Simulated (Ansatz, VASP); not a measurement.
# Cross-check of CeSb between VASP and Ansatz

Aim: how closely do two programs agree when they are given the same cell, functional and k mesh?

Method: plane waves, with VASP 6.6.1 beside it; single point at r2SCAN, DFT+U, in Ansatz 0.2.0.

The database entry behind the starting cell differs from later determinations by our own check (about 0.3 % short), so it need not match the best structure at ambient conditions.

In doubt: a part-filled 4f shell, where there is one, can sit in one of many states, so energies may not be the lowest and differences between runs may mislead; derivatives with an open 4f shell can jump between states, which bears on forces and vibrations.

### Step 1. Set-up

Symmetry: Fm-3m, No. 225, cubic system. The conventional cell has a = 6.399 Å, b = 6.399 Å, c = 6.399 Å, α = 90.00°, β = 90.00°, γ = 90.00°. Nearest to Ce lie 6 Sb at 3.20 Å. Sb has 6 Ce at 3.20 Å nearest. Farther neighbours are not listed.

### Step 2. VASP: single point, r2SCAN, DFT+U

With cell and atoms fixed, the geometry can't cause a difference; cores, projectors, grids and the points listed under the comparison can.

Lines of VASP's logs that name or quote its potential files are left out, and so is its time.

Contents of INCAR:

```
SYSTEM = CeSb
PREC = Accurate
ENCUT = 400
EDIFF = 1E-06
NELM = 150
ISMEAR = 0
SIGMA = 0.05
LREAL = .FALSE.
ALGO = Normal
METAGGA = R2SCAN
LASPH = .TRUE.
NBANDS = 16
ISPIN = 2
MAGMOM = 1 0
LDAU = .TRUE.
LDAUTYPE = 2
LDAUL = 3 -1
LDAUU = 7 0
LDAUJ = 0 0
LDAUPRINT = 1
LMAXMIX = 6
AMIX = 0.2
BMIX = 1E-04
AMIX_MAG = 0.8
BMIX_MAG = 1E-04
LORBIT = 11
LWAVE = .FALSE.
LCHARG = .FALSE.
KPAR = 4
ISIF = 2
```

Contents of POSCAR:

```
CeSb
1.0
    0.0000000000      3.1995000000      3.1995000000
    3.1995000000      0.0000000000      3.1995000000
    3.1995000000      3.1995000000      0.0000000000
Ce Sb
1 1
Direct
    0.0000000000      0.0000000000      0.0000000000
    0.5000000000      0.5000000000      0.5000000000
```

Contents of KPOINTS:

```
Automatic mesh
0
Gamma
6 6 6
0 0 0
```

PAW data sets: Ce and Sb (PBE family, release 64).

The run is started by

```
$ mpirun -np 4 vasp_std
```

Numbers of over 12 decimals in the logs are rounded to 6 here.

What it wrote:

```text
[banner, memory and clock lines left out]
running    4 mpi-ranks, on    1 nodes
 distrk:  each k-point on    1 cores,    4 groups
 distr:  one band on    1 cores,    1 groups

 POSCAR found type information on POSCAR CeSb
 POSCAR found :  2 types and       2 ions
|                                                                             |
|               ----> ADVICE to this user running VASP <----                  |
|                                                                             |
|     You enforced a specific xc type in the INCAR file but a different       |
|     [... a line on the potential file left out ...]
|     I HOPE YOU KNOW WHAT YOU ARE DOING!                                     |
|                                                                             |

 LDA part: xc-table for (None), standard interpolation
 POSCAR, INCAR and KPOINTS ok, starting setup
 FFT: planning ... GRIDC
 FFT: planning ... GRID_SOFT
 FFT: planning ... GRID
 WAVECAR not read
 entering main loop
       N       E                     dE             d eps       ncg     rms          rms(c)
DAV:   1     0.902184195071E+02    0.90218E+02   -0.53884E+03  1024   0.884E+02
DAV:   2    -0.484657759491E+02   -0.13868E+03   -0.12984E+03  1312   0.189E+02
DAV:   3    -0.616904721120E+02   -0.13225E+02   -0.13057E+02  1440   0.781E+01
DAV:   4    -0.622894550610E+02   -0.59898E+00   -0.59741E+00  1632   0.171E+01
DAV:   5    -0.623154795012E+02   -0.26024E-01   -0.26008E-01  1480   0.334E+00    0.857E+00
DAV:   6    -0.566086870650E+02    0.57068E+01   -0.29368E+00  1704   0.112E+01    0.541E+00
DAV:   7    -0.573808509637E+02   -0.77216E+00   -0.15865E+01  1600   0.170E+01    0.985E+00
DAV:   8    -0.562344725913E+02    0.11464E+01   -0.44212E+00  1456   0.183E+01    0.255E+00
DAV:   9    -0.564323273537E+02   -0.19785E+00   -0.76603E-01  1688   0.382E+00    0.277E+00
DAV:  10    -0.563782298220E+02    0.54098E-01   -0.36326E-01  1568   0.311E+00    0.132E+00
DAV:  11    -0.564193072881E+02   -0.41077E-01   -0.10706E-01  1896   0.126E+00    0.255E+00
DAV:  12    -0.563330452082E+02    0.86262E-01   -0.41669E-01  1672   0.212E+00    0.590E-01
DAV:  13    -0.563527417455E+02   -0.19697E-01   -0.11074E-01  1680   0.115E+00    0.152E+00
DAV:  14    -0.563411977763E+02    0.11544E-01   -0.61050E-03  1544   0.520E-01    0.106E+00
[...]
DAV:  29    -0.563496593302E+02    0.17532E-03   -0.17106E-04  1536   0.494E-02    0.112E-01
DAV:  30    -0.563496877492E+02   -0.28419E-04   -0.54837E-05  1544   0.313E-02    0.109E-01
DAV:  31    -0.563496245338E+02    0.63215E-04   -0.15871E-04  1608   0.458E-02    0.211E-02
DAV:  32    -0.563496376359E+02   -0.13102E-04   -0.16263E-05  1536   0.252E-02    0.235E-02
DAV:  33    -0.563496356287E+02    0.20071E-05   -0.70468E-06  1224   0.148E-02    0.361E-03
DAV:  34    -0.563496374437E+02   -0.18150E-05   -0.26047E-06   696   0.929E-03    0.160E-02
DAV:  35    -0.563496363258E+02    0.11179E-05   -0.21819E-06  1080   0.954E-03    0.676E-03
DAV:  36    -0.563496363252E+02    0.58662E-09   -0.33431E-07   552   0.483E-03
   1 F= -.56349636E+02 E0= -.56347032E+02  d E =-.520817E-02  mag=    -0.0002
```

From OUTCAR (step 2):

```text
ion  position               nearest neighbor table
   1  0.000  0.000  0.000-   2 3.20   2 3.20   2 3.20   2 3.20   2 3.20   2 3.20
   2  0.500  0.500  0.500-   1 3.20   1 3.20   1 3.20   1 3.20   1 3.20   1 3.20

  LATTYP: Found a face centered cubic cell.
 ALAT       =     6.3990000000

 Subroutine GETGRP returns: Found 48 space group operations
 (whereof 48 operations were pure point group operations)

The static configuration has the point symmetry O_h .

 Found     16 irreducible k-points:

   k-points           NKPTS =     16   k-points in BZ     NKDIM =     16   number of bands    NBANDS=     16

   dimension x,y,z NGX =    30 NGY =   30 NGZ =   30
   dimension x,y,z NGXF=    60 NGYF=   60 NGZF=   60

   ENCUT  =  400.0 eV  29.40 Ry    5.42 a.u.   7.38  7.38  7.38*2*pi/ulx,y,z

   NELECT =      17.0000    total number of electrons

 k-points in reciprocal lattice and weights: Automatic mesh
   0.00000000  0.00000000  0.00000000       0.005
   0.16666667  0.00000000  0.00000000       0.037
   0.33333333  0.00000000  0.00000000       0.037
   0.50000000  0.00000000  0.00000000       0.019
   0.16666667  0.16666667  0.00000000       0.028
   0.33333333  0.16666667  0.00000000       0.111
   0.50000000  0.16666667  0.00000000       0.111
  -0.33333333  0.16666667  0.00000000       0.111
  -0.16666667  0.16666667  0.00000000       0.056
[...]
-0.33333333  0.33333333  0.16666667       0.111
  -0.33333333  0.50000000  0.16666667       0.056

atom =   1  type =  1  l = 3

 onsite density matrix

spin component  1

  0.0580  0.0000  0.0366  0.0000 -0.0000 -0.0000  0.0000
  0.0000  0.0107  0.0000 -0.0000  0.0000  0.0000 -0.0000
  0.0366  0.0000  0.0391  0.0000 -0.0000  0.0000 -0.0000
  0.0000 -0.0000  0.0000  0.0864 -0.0000  0.0000 -0.0000
 -0.0000  0.0000 -0.0000 -0.0000  0.0391  0.0000 -0.0366
 -0.0000  0.0000  0.0000  0.0000  0.0000  0.0107 -0.0000
  0.0000 -0.0000 -0.0000 -0.0000 -0.0366 -0.0000  0.0580

spin component  2

  0.0579  0.0000  0.0366  0.0000 -0.0000 -0.0000  0.0000
  0.0000  0.0108  0.0000 -0.0000  0.0000  0.0000 -0.0000
  0.0366  0.0000  0.0390  0.0000 -0.0000  0.0000 -0.0000
  0.0000 -0.0000  0.0000  0.0863 -0.0000  0.0000 -0.0000
 -0.0000  0.0000 -0.0000 -0.0000  0.0390  0.0000 -0.0366
 -0.0000  0.0000  0.0000  0.0000  0.0000  0.0107 -0.0000
  0.0000 -0.0000 -0.0000 -0.0000 -0.0366 -0.0000  0.0579

 occupancies and eigenvectors

  o =  0.0107  v =  0.0000  0.0000 -0.0000  0.0000 -0.0001 -1.0000 -0.0001  0.0000  0.0000  0.0000  0.0000  0.0000  0.0000  0.0000      0.0000  0.0000  0.0000  0.0000  0.0000  0.0000  0.0000  0.0000  0.0000  0.0000  0.0000  0.0000  0.0000  0.0000
  o =  0.0107  v = -0.6124  0.0000  0.7906  0.0000 -0.0000 -0.0000  0.0000  0.0000  0.0000  0.0000  0.0000  0.0000  0.0000  0.0000      0.0000  0.0000  0.0000  0.0000  0.0000  0.0000  0.0000  0.0000  0.0000  0.0000  0.0000  0.0000  0.0000  0.0000
  o =  0.0107  v =  0.0000  0.0000  0.0000 -0.0000  0.7906 -0.0001  0.6124  0.0000  0.0000  0.0000  0.0000  0.0000  0.0000  0.0000      0.0000  0.0000  0.0000  0.0000  0.0000  0.0000  0.0000  0.0000  0.0000  0.0000  0.0000  0.0000  0.0000  0.0000
  o =  0.0107  v =  0.0000  0.0000  0.0000  0.0000  0.0000  0.0000  0.0000  0.0000 -0.0000  0.0000 -0.0000 -0.0003  1.0000 -0.0002      0.0000  0.0000  0.0000  0.0000  0.0000  0.0000  0.0000  0.0000  0.0000  0.0000  0.0000  0.0000  0.0000  0.0000
  o =  0.0107  v =  0.0000  0.0000  0.0000  0.0000  0.0000  0.0000  0.0000  0.0000 -0.0000 -0.0000  0.0000 -0.7906 -0.0003 -0.6124      0.0000  0.0000  0.0000  0.0000  0.0000  0.0000  0.0000  0.0000  0.0000  0.0000  0.0000  0.0000  0.0000  0.0000
  o =  0.0107  v =  0.0000  0.0000  0.0000  0.0000  0.0000  0.0000  0.0000 -0.6124  0.0000  0.7906  0.0000 -0.0000 -0.0000  0.0000      0.0000  0.0000  0.0000  0.0000  0.0000  0.0000  0.0000  0.0000  0.0000  0.0000  0.0000  0.0000  0.0000  0.0000
  o =  0.0107  v =  0.0000  1.0000 -0.0000  0.0000 -0.0000  0.0000 -0.0000  0.0000  0.0000  0.0000  0.0000  0.0000  0.0000  0.0000      0.0000  0.0000  0.0000  0.0000  0.0000  0.0000  0.0000  0.0000  0.0000  0.0000  0.0000  0.0000  0.0000  0.0000
  o =  0.0108  v =  0.0000  0.0000  0.0000  0.0000  0.0000  0.0000  0.0000  0.0000 -1.0000  0.0000 -0.0000  0.0000 -0.0000  0.0000      0.0000  0.0000  0.0000  0.0000  0.0000  0.0000  0.0000  0.0000  0.0000  0.0000  0.0000  0.0000  0.0000  0.0000
  o =  0.0863  v =  0.0000  0.0000  0.0000  0.0000  0.0000  0.0000  0.0000 -0.7906  0.0000 -0.6124 -0.0000  0.0000  0.0000 -0.0000      0.0000  0.0000  0.0000  0.0000  0.0000  0.0000  0.0000  0.0000  0.0000  0.0000  0.0000  0.0000  0.0000  0.0000
  o =  0.0863  v =  0.0000  0.0000  0.0000  0.0000  0.0000  0.0000  0.0000  0.0000 -0.0000  0.0000  0.0009  0.6124  0.0000 -0.7906      0.0000  0.0000  0.0000  0.0000  0.0000  0.0000  0.0000  0.0000  0.0000  0.0000  0.0000  0.0000  0.0000  0.0000
  o =  0.0863  v =  0.0000  0.0000  0.0000  0.0000  0.0000  0.0000  0.0000  0.0000 -0.0000 -0.0000  1.0000 -0.0006 -0.0000  0.0007      0.0000  0.0000  0.0000  0.0000  0.0000  0.0000  0.0000  0.0000  0.0000  0.0000  0.0000  0.0000  0.0000  0.0000
  o =  0.0864  v = -0.7906  0.0000 -0.6124 -0.0000  0.0000  0.0000 -0.0000  0.0000  0.0000  0.0000  0.0000  0.0000  0.0000  0.0000      0.0000  0.0000  0.0000  0.0000  0.0000  0.0000  0.0000  0.0000  0.0000  0.0000  0.0000  0.0000  0.0000  0.0000
  o =  0.0864  v =  0.0000  0.0000  0.0000 -0.0009  0.6124  0.0000 -0.7906  0.0000  0.0000  0.0000  0.0000  0.0000  0.0000  0.0000      0.0000  0.0000  0.0000  0.0000  0.0000  0.0000  0.0000  0.0000  0.0000  0.0000  0.0000  0.0000  0.0000  0.0000
  o =  0.0864  v =  0.0000 -0.0000  0.0000 -1.0000 -0.0005 -0.0000  0.0007  0.0000  0.0000  0.0000  0.0000  0.0000  0.0000  0.0000      0.0000  0.0000  0.0000  0.0000  0.0000  0.0000  0.0000  0.0000  0.0000  0.0000  0.0000  0.0000  0.0000  0.0000

 average (electrostatic) potential at core
       1 -86.2821       2 -90.0753

 E-fermi :   7.1405

 spin component 1
 k-point     1 :       0.0000    0.0000    0.0000
  band No.  band energies     occupation
    ...
      4     -12.8922      1.00000
      5      -3.2420      1.00000
      6       6.2046      1.00000
      7       6.2046      1.00000
      8       6.2046      1.00000
      9       7.3307      0.00000
     10       7.3307      0.00000
     11       7.3307      0.00000
     12       7.6387      0.00000
     13       7.8338      0.00000
    ...

 k-point     2 :       0.1667    0.0000    0.0000
  band No.  band energies     occupation
    ...
      4     -12.8945      1.00000
      5      -2.9458      1.00000
      6       5.1043      1.00000
      7       5.4846      1.00000
      8       5.4846      1.00000
      9       7.1687      0.21295
     10       7.3779      0.00000
     11       7.3779      0.00000
     12       7.6523      0.00000
     13       7.6523      0.00000
    ...

 k-point     3 :       0.3333    0.0000    0.0000
  band No.  band energies     occupation
    ...
      4     -12.8989      1.00000
      5      -2.2563      1.00000
      6       3.4362      1.00000
      7       4.5986      1.00000
      8       4.5986      1.00000
      9       7.1889      0.08559
     10       7.3396      0.00000
     11       7.3396      0.00000
     12       7.7508      0.00000
     13       7.8057      0.00000
    ...

 k-point     4 :       0.5000    0.0000    0.0000
  band No.  band energies     occupation
    ...
      4     -12.9013      1.00000
      5      -1.8245      1.00000
      6       2.6657      1.00000
      7       4.2720      1.00000
      8       4.2720      1.00000
      9       7.2345      0.00394
     10       7.3310      0.00000
     11       7.3310      0.00000
     12       7.7802      0.00000
     13       7.8309      0.00000
    ...

 k-point     5 :       0.1667    0.1667    0.0000
  band No.  band energies     occupation
    ...
      5      -2.8936      1.00000
      6       4.4955      1.00000
      7       5.8545      1.00000
      8       5.8545      1.00000
      9       6.8016      1.00000
     10       7.3855      0.00000
     11       7.4390      0.00000
     12       7.4390      0.00000
     13       7.7665      0.00000
     14       7.8438      0.00000
    ...

 k-point     6 :       0.3333    0.1667    0.0000
  band No.  band energies     occupation
    ...
      5      -2.4604      1.00000
      6       3.6894      1.00000
      7       4.9669      1.00000
      8       5.2303      1.00000
      9       6.9242      1.00000
     10       7.3357      0.00000
     11       7.3731      0.00000
     12       7.5457      0.00000
     13       7.7949      0.00000
     14       7.8415      0.00000
    ...

  Total       -1.7055620     -1.7055620     -1.7055620      0.0000000     -0.0000000     -0.0000000
  in kB      -41.7159135    -41.7159135    -41.7159135      0.0000000     -0.0000000     -0.0000000
  external PRESSURE =     -41.7159135 kB  Pullay stress =       0.0000000 kB

  energy-cutoff  :      400.00
  volume of cell :       65.51
      direct lattice vectors                 reciprocal lattice vectors
     0.000000000  3.199500000  3.199500000    -0.156274418  0.156274418  0.156274418
     3.199500000  0.000000000  3.199500000     0.156274418 -0.156274418  0.156274418
     3.199500000  3.199500000  0.000000000     0.156274418  0.156274418 -0.156274418

 POSITION                                       TOTAL-FORCE (eV/Angst)
 -----------------------------------------------------------------------------------
      0.00000      0.00000      0.00000        -0.000000      0.000000      0.000000
      3.19950      3.19950      3.19950         0.000000     -0.000000     -0.000000
 -----------------------------------------------------------------------------------
    total drift:                               -0.000000      0.000000      0.000000

  FREE ENERGIE OF THE ION-ELECTRON SYSTEM (eV)
  ---------------------------------------------------
  free  energy   TOTEN  =       -56.3496363252 eV

  energy  without entropy=      -56.3444281568  energy(sigma->0) =      -56.34703224

 total charge
# of ion       s       p       d       f       tot
--------------------------------------------------
    1        2.026   5.753   0.999   0.602   9.379
    2        1.099   1.424   0.021   0.000   2.545
--------------------------------------------------
tot          3.125   7.177   1.020   0.602  11.924

 magnetization (x)
# of ion       s       p       d       f       tot
--------------------------------------------------
    1       -0.000  -0.000   0.000   0.001   0.001
    2       -0.000  -0.000   0.000   0.000  -0.000
--------------------------------------------------
tot         -0.000  -0.000   0.000   0.001   0.001

[... 6 further parts left out ...]
```

The moments of the start collapse, so the state is non-magnetic; other starts or orders were not tried. DFT+U on an f shell has many metastable occupations, and no search among them was made. At this level the cell is under a tension of 4.2 GPa, so at these settings it is away from equilibrium.

(Part 1 of 2 ends here.)

[Lines on the potential files, build, host, timing and source positions are cut from VASP's logs without a mark.]

[Logs are printed without paths, hosts, clocks, repeated set-up lines and the standing remarks that a program may print on its own settings, such as how far it seeks lower states.]

[Hosts, paths, dates, database ids (printed as entryN), source tags and the programs' standing remarks are cut or masked in the printed files.]
